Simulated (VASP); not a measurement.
# GW on KI: a test of the settings, part 2 of 2

Aim: test the GW correction to the gap of KI. The starting structure is a measured crystal structure from the Crystallography Open Database. Cell and atoms stay as given.

VASP 6.6.1.

Results so far: G0W0 (response cutoff 100 eV, 3×3×3 mesh) 5.91 eV; G0W0 (response cutoff 160 eV, 3×3×3 mesh) 6.05 eV; G0W0 (response cutoff 240 eV, 3×3×3 mesh) 6.10 eV.

## 5. GW0 with iterated eigenvalues (response cutoff 160 eV, 3×3×3 mesh)

Level of this step: evGW0 on LDA; plane waves and PAW (I_GW, K_sv_GW) (VASP).

It reads the orbitals and their derivatives (WAVECAR and WAVEDER) of a run with the empty bands, which follows a ground-state run; neither is shown.

INCAR

```
SYSTEM = KI
PREC = Accurate
ENCUT = 300
ISMEAR = 0
SIGMA = 0.01
LREAL = .FALSE.
GGA = CA
NBANDS = 404
ALGO = EVGW0
NELMGW = 4
ENCUTGW = 160
NOMEGA = 40
PRECFOCK = Fast
NBANDSGW = 16
LWAVE = .FALSE.
LCHARG = .FALSE.
```

POSCAR

```
KI
1.0
    0.0000000000      3.5245500000      3.5245500000
    3.5245500000      0.0000000000      3.5245500000
    3.5245500000      3.5245500000      0.0000000000
I K
1 1
Direct
    0.5000000000      0.5000000000      0.5000000000
    0.0000000000      0.0000000000      0.0000000000
```

KPOINTS

```
Automatic mesh
0
Gamma
3 3 3
0 0 0
```

The projector-augmented-wave data sets are I_GW and K_sv_GW (LDA family, release 64).

Command:

```
> mpirun -np 4 vasp_std
```

What it wrote:

```text
[banner, memory and clock lines left out]
running    4 mpi-ranks, on    1 nodes
[...]
[... a notice as in an earlier step ...]

 LDA part: xc-table for (Slater(with rela. corr.)+CA(PZ))
 , standard interpolation
 found WAVECAR, reading the header
 POSCAR, INCAR and KPOINTS ok, starting setup
[...]
reading WAVECAR
 the WAVECAR file was read successfully
 initial charge from wavefunction
 available memory per node:    248.98 GB, setting MAXMEM to    254950

 The Fermi energy was updated, please check that it is located mid-gap
 values below the HOMO (VB) or above the LUMO (CB) will cause erroneous energies
 E-fermi :   2.1559

 calculate exact exchange contribution
 the WAVEDER file was read successfully
energies w=
    0.000    0.000    1.183    0.000    2.359    0.000    3.522    0.000
    4.667    0.000    5.789    0.000    6.888    0.000    7.962    0.000
    9.013    0.000   10.042    0.000   11.053    0.000   12.050    0.000
[...]
calculate QP shifts <psi_nk| G(iteration)W_0 |psi_nk>: iteration 3
 allocating  10 responsefunctions rank=   420
 shmem allocating  40 responsefunctions rank=   420
 response function shared by NCSHMEM nodes    1
 Doing           10  frequencies on each core in blocks of           40
NQ=   1    0.0000    0.0000    0.0000,
|.........|.........|.........|.........|.........|.........|.........|.........
 performed        222000 updates of chi_q(r,r)
 total number of BLAS operations        301.06 Gflops
NQ=   2    0.3333    0.0000    0.0000,
|.........|.........|.........|.........|.........|.........|.........|.........
 performed        690000 updates of chi_q(r,r)
 total number of BLAS operations        903.64 Gflops
NQ=   3    0.3333    0.3333    0.0000,
|.........|.........|.........|.........|.........|.........|.........|.........
 performed       1106000 updates of chi_q(r,r)
 total number of BLAS operations       1488.89 Gflops
NQ=   4   -0.3333    0.3333    0.0000,
|.........|.........|.........|.........|.........|.........|.........|.........
 performed       1600000 updates of chi_q(r,r)
 total number of BLAS operations       2131.09 Gflops
 resolving degeneracies of screened two electron integrals

 calculate QP shifts <psi_nk| G(iteration)W_0 |psi_nk>: iteration 4
 entering main loop
```

The job ended after 90 s (4 MPI ranks of Intel Xeon 6975P-C (Granite Rapids), shared host; peak memory 1.3 GiB).

OUTCAR, selected parts (step 5):

```text
 QP shifts <psi_nk| G(iteration)W_0 |psi_nk>: iteration 2
 k-point   1 :       0.0000    0.0000    0.0000
  band No. old QP-enery  QP-energies   sigma(KS)   T+V_ion+V_H  V^pw_x(r,r')   Z            occupation Imag(sigma)
    ...
      5     -11.6439     -11.9935     -14.2066       2.0921     -18.9687       0.7427       2.0000       1.3943
      6      -1.1887      -1.4426     -13.1288      11.6171     -14.2464       0.7859       2.0000       0.1426
      7      -1.1887      -1.4426     -13.1288      11.6171     -14.2464       0.7859       2.0000       0.1426
      8      -1.1887      -1.4426     -13.1288      11.6171     -14.2464       0.7859       2.0000       0.1426
      9       4.8586       4.9838      -6.0186      11.0290      -2.9475       0.8250       0.0000      -0.1289
     10       7.8927       8.0680      -6.5955      14.7043      -3.2846       0.8116       0.0000      -0.1581
     11       7.8927       8.0680      -6.5955      14.7043      -3.2846       0.8116       0.0000      -0.1581
     12       7.8927       8.0680      -6.5955      14.7043      -3.2846       0.8116       0.0000      -0.1581
    ...

 QP shifts <psi_nk| G(iteration)W_0 |psi_nk>: iteration 3
 k-point   1 :       0.0000    0.0000    0.0000
  band No. old QP-enery  QP-energies   sigma(KS)   T+V_ion+V_H  V^pw_x(r,r')   Z            occupation Imag(sigma)
    ...
      5     -11.9935     -12.0681     -14.1861       2.0921     -18.9687       0.7423       2.0000       1.4108
      6      -1.4426      -1.4862     -13.1151      11.6171     -14.2464       0.7870       2.0000       0.1436
      7      -1.4426      -1.4862     -13.1151      11.6171     -14.2464       0.7870       2.0000       0.1436
      8      -1.4426      -1.4862     -13.1151      11.6171     -14.2464       0.7870       2.0000       0.1436
      9       4.9838       4.9997      -6.0259      11.0290      -2.9475       0.8256       0.0000      -0.1295
     10       8.0680       8.0910      -6.6079      14.7043      -3.2846       0.8112       0.0000      -0.1592
     11       8.0680       8.0910      -6.6079      14.7043      -3.2846       0.8112       0.0000      -0.1592
     12       8.0680       8.0910      -6.6079      14.7043      -3.2846       0.8112       0.0000      -0.1592
    ...

 QP shifts <psi_nk| G(iteration)W_0 |psi_nk>: iteration 4
 k-point   1 :       0.0000    0.0000    0.0000
  band No. old QP-enery  QP-energies   sigma(KS)   T+V_ion+V_H  V^pw_x(r,r')   Z            occupation Imag(sigma)
    ...
      5     -12.0681     -12.0834     -14.1808       2.0921     -18.9687       0.7426       2.0000       1.4160
      6      -1.4862      -1.4939     -13.1130      11.6171     -14.2464       0.7875       2.0000       0.1437
      7      -1.4862      -1.4939     -13.1130      11.6171     -14.2464       0.7875       2.0000       0.1437
      8      -1.4862      -1.4939     -13.1130      11.6171     -14.2464       0.7875       2.0000       0.1437
      9       4.9997       5.0015      -6.0271      11.0290      -2.9475       0.8256       0.0000      -0.1295
     10       8.0910       8.0939      -6.6097      14.7043      -3.2846       0.8112       0.0000      -0.1595
     11       8.0910       8.0939      -6.6097      14.7043      -3.2846       0.8112       0.0000      -0.1595
     12       8.0910       8.0939      -6.6097      14.7043      -3.2846       0.8112       0.0000      -0.1595
    ...

[... 3 parts as in an earlier step ...]

[... 1 further part left out ...]
[key lines of the parts left out:]
E-fermi :   2.1559
```

GW0 with iterated eigenvalues (response cutoff 160 eV, 3×3×3 mesh): the quasiparticle gap on this mesh is 6.495 eV, +2.876 eV from the LDA gap on the same points, with 404 bands.

## 6. G0W0 (response cutoff 100 eV, 4×4×4 mesh)

It reads the orbitals and their derivatives (WAVECAR and WAVEDER) of a run with the empty bands, which follows a ground-state run; neither is shown.

INCAR, as its differences from that of step 5:

```diff
@@ -7,6 +7,6 @@
 GGA = CA
-NBANDS = 404
+NBANDS = 200
 ALGO = EVGW0
-NELMGW = 4
-ENCUTGW = 160
+NELMGW = 1
+ENCUTGW = 100
 NOMEGA = 40
```

POSCAR is that of step 5.

KPOINTS

```
Automatic mesh
0
Gamma
4 4 4
0 0 0
```

Command:

```
> mpirun -np 4 vasp_std
```

What it wrote:

```text
[banner, memory and clock lines left out]
running    4 mpi-ranks, on    1 nodes
[...]
[... a notice as in an earlier step ...]

 LDA part: xc-table for (Slater(with rela. corr.)+CA(PZ))
 , standard interpolation
 found WAVECAR, reading the header
 POSCAR, INCAR and KPOINTS ok, starting setup
[...]
reading WAVECAR
 the WAVECAR file was read successfully
 initial charge from wavefunction
 available memory per node:    246.19 GB, setting MAXMEM to    252102

 The Fermi energy was updated, please check that it is located mid-gap
 values below the HOMO (VB) or above the LUMO (CB) will cause erroneous energies
 E-fermi :   2.1497

 calculate exact exchange contribution
 the WAVEDER file was read successfully
energies w=
    0.000    0.000    1.179    0.000    2.351    0.000    3.511    0.000
    4.652    0.000    5.771    0.000    6.866    0.000    7.937    0.000
    8.985    0.000   10.012    0.000   11.020    0.000   12.014    0.000
[...]
total number of BLAS operations        335.52 Gflops
NQ=   4    0.2500    0.2500    0.0000,
|.........|.........|.........|.........|.........|.........|.........|.........
 performed       1521000 updates of chi_q(r,r)
 total number of BLAS operations        477.00 Gflops
NQ=   5    0.5000    0.2500    0.0000,
|.........|.........|.........|.........|.........|.........|.........|.........
 performed       2101000 updates of chi_q(r,r)
 total number of BLAS operations        657.26 Gflops
NQ=   6   -0.2500    0.2500    0.0000,
|.........|.........|.........|.........|.........|.........|.........|.........
 performed       2617000 updates of chi_q(r,r)
 total number of BLAS operations        816.03 Gflops
NQ=   7    0.5000    0.5000    0.0000,
|.........|.........|.........|.........|.........|.........|.........|.........
 performed       2954000 updates of chi_q(r,r)
 total number of BLAS operations        930.57 Gflops
NQ=   8   -0.2500    0.5000    0.2500,
|.........|.........|.........|.........|.........|.........|.........|.........
 performed       3393000 updates of chi_q(r,r)
 total number of BLAS operations       1071.31 Gflops
 resolving degeneracies of screened two electron integrals

 calculate QP shifts <psi_nk| G(iteration)W_0 |psi_nk>: iteration 1
 entering main loop
```

Wall time 25 s (4 MPI ranks); peak memory 0.89 GiB.

Parts of OUTCAR (step 6):

```text
 QP shifts <psi_nk| G(iteration)W_0 |psi_nk>: iteration 1
 for sc-GW calculations column KS-energies equals QP-energies in previous step
 and V_xc(KS)=  KS-energies - (<T + V_ion + V_H > + <T+V_H+V_ion>^1  + <V_x>^1)
 k-point   1 :       0.0000    0.0000    0.0000
  band No.  KS-energies  QP-energies   sigma(KS)   V_xc(KS)     V^pw_x(r,r')   Z            occupation Imag(sigma)
    ...
      5     -10.2441     -11.3707     -13.8595     -12.3248     -18.9689       0.7341       2.0000       1.4294
      6       0.3368      -0.9939     -12.9562     -11.2711     -14.1777       0.7897       2.0000       0.1328
      7       0.3368      -0.9939     -12.9562     -11.2711     -14.1777       0.7897       2.0000       0.1328
      8       0.3368      -0.9939     -12.9562     -11.2711     -14.1777       0.7897       2.0000       0.1328
      9       3.9625       4.9260      -5.9029      -7.0664      -3.0307       0.8281       0.0000      -0.1199
     10       6.6236       7.9715      -6.4346      -8.0799      -3.3071       0.8193       0.0000      -0.1461
     11       6.6236       7.9715      -6.4346      -8.0799      -3.3071       0.8193       0.0000      -0.1461
     12       6.6236       7.9715      -6.4346      -8.0799      -3.3071       0.8193       0.0000      -0.1461
    ...

[... 1 part as in an earlier step ...]

[... 2 further parts left out ...]
[key lines of the parts left out:]
E-fermi :   2.1497
```

G0W0 (response cutoff 100 eV, 4×4×4 mesh): the quasiparticle gap on this mesh is 5.920 eV, +2.294 eV from the LDA gap on the same points, with 200 bands.

## 7. Comparison

| run | LDA gap on the mesh (eV) | GW gap (eV) | correction (eV) | bands |
| --- | --- | --- | --- | --- |
| G0W0 (response cutoff 100 eV, 3×3×3 mesh) | 3.62 | 5.909 | 2.29 | 200 |
| G0W0 (response cutoff 160 eV, 3×3×3 mesh) | 3.62 | 6.047 | 2.428 | 404 |
| G0W0 (response cutoff 240 eV, 3×3×3 mesh) | 3.62 | 6.097 | 2.478 | 740 |
| GW0 with iterated eigenvalues (response cutoff 160 eV, 3×3×3 mesh) | 3.62 | 6.495 | 2.876 | 404 |
| G0W0 (response cutoff 100 eV, 4×4×4 mesh) | 3.626 | 5.92 | 2.294 | 200 |

## 8. Summary of results

* gap, G0W0 (response cutoff 100 eV, 3×3×3 mesh): 5.909 eV
* gap, G0W0 (response cutoff 160 eV, 3×3×3 mesh): 6.047 eV
* gap, G0W0 (response cutoff 240 eV, 3×3×3 mesh): 6.097 eV
* gap, GW0 with iterated eigenvalues (response cutoff 160 eV, 3×3×3 mesh): 6.495 eV
* gap, G0W0 (response cutoff 100 eV, 4×4×4 mesh): 5.920 eV

What this shows: The correction to the LDA gap of KI is +2.290 eV at a response cutoff of 100 eV, +2.428 eV at a response cutoff of 160 eV, +2.478 eV at a response cutoff of 240 eV. The number of bands rises with the cutoff. On a 4×4×4 mesh in place of 3×3×3 the correction is +2.294 eV against +2.290 eV. Iterating the eigenvalues in G raises the gap by +0.448 eV. Spin-orbit coupling is left out, which with elements this heavy can change the gap by tenths of an eV or more. From a response cutoff of 160 to 240 eV the correction still moves by +0.050 eV, so cutoff and bands aren't shown to be converged. The LDA gap along the bands, from another run on this structure, is 3.632 eV. On the 3×3×3 mesh it is 3.620 eV, so this mesh comes close to the edges. On the 4×4×4 mesh it is 3.626 eV, so this mesh comes close to the edges. Further runs on this material are not shown.

[Lines on the potential files, build, host, timing and source positions are cut from VASP's logs without a mark.]

[Logs are printed without paths, hosts, clocks, repeated set-up lines and the standing remarks that a program may print on its own settings, such as how far it seeks lower states.]

[Hosts, paths, dates, database ids (printed as entryN), source tags and the programs' standing remarks are cut or masked in the printed files.]
